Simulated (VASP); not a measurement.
Wanted: the native input for a VASP 6.6.1 run.

* Task: relaxation of cell and atoms
* Functional: PBE
* Potentials or basis: VASP PAW PBE potentials, release 64 (Ti_sv, Ru_pv, N)
* Cutoff: 520 eV
* k mesh: 5 × 5 × 3
* Occupations: gaussian, width 0.15 eV
* Spin: no spin polarisation
* Further INCAR settings: PREC = Normal; ALGO = Fast; EDIFF = 0.0001; IBRION = 2; EDIFFG = -0.08; NSW = 24; ISIF = 3

The structure of TiRuN2 lies in POSCAR:

```
TiRuN2
1.0
    2.8451556900      0.0000000000      0.0000000000
    0.0000000000      2.8451556900      0.0000000000
    0.0000000000      0.0000000000      6.6630676000
Ti Ru N
1 1 2
Direct
    0.0000000000      0.0000000000      0.5000000000
    0.5000000000      0.5000000000      0.0000000000
    0.0000000000      0.0000000000      0.8803484700
    0.0000000000      0.0000000000      0.1196515300
```

The cell was built by a generator and needn't be a form met in nature.

The input as run:

INCAR

```
PREC     = Normal         # precision mode
ENCUT    = 520            # plane-wave cutoff, eV
EDIFF    = 1E-4           # SCF threshold, eV
ISMEAR   = 0              # smearing method
SIGMA    = 0.15           # smearing width, eV
LREAL    = False          # projectors in reciprocal space
LASPH    = True           # aspherical terms in the spheres
NELM     = 60             # most SCF steps
ALGO     = Fast           # electronic algorithm
ISIF     = 3              # what is computed and relaxed
LWAVE    = False          # write WAVECAR
LCHARG   = False          # write CHGCAR
GGA      = PE             # functional
IBRION   = 2              # ionic algorithm
NSW      = 24             # ionic steps
EDIFFG   = -0.08          # ionic threshold
```

KPOINTS

```
Automatic mesh
0
Gamma
  5 5 3
```

Potentials or basis: VASP PAW PBE potentials, release 64 (Ti_sv, Ru_pv, N).

Launch:

```sh
$ cat potpaw_PBE.64/Ti_sv/POTCAR potpaw_PBE.64/Ru_pv/POTCAR potpaw_PBE.64/N/POTCAR > POTCAR
$ mpirun -np 1 vasp_std > vasp.out
```

It gave:

```json
{"Relaxed volume": "12.47 Å³/atom", "Relaxed cell": "a = 3.123 Å, b = 3.123 Å, c = 5.115 Å, α = 90.00°, β = 90.00°, γ = 90.00°", "Space group after relaxing (to 0.05 Å)": "P4/mmm (No. 123)", "Energy gained by relaxing": "584.4 meV/atom", "Ionic steps": "23", "Pressure after relaxing": "0.1 GPa", "Largest force after relaxing": "0.056 eV/Å", "Band gap on the k mesh": "none (metal or under the smearing width)"}
```

Caveat: the k mesh is coarse (spacing up to 0.44 Å⁻¹), so the values aren't converged; the relaxation stopped at a loose force limit of 0.08 eV/Å, so its end isn't a converged minimum.

Run time: 110 s on 1 thread of Intel(R) Xeon(R) 6975P-C (Granite Rapids), with other jobs on the host, peak memory 0.14 GiB.
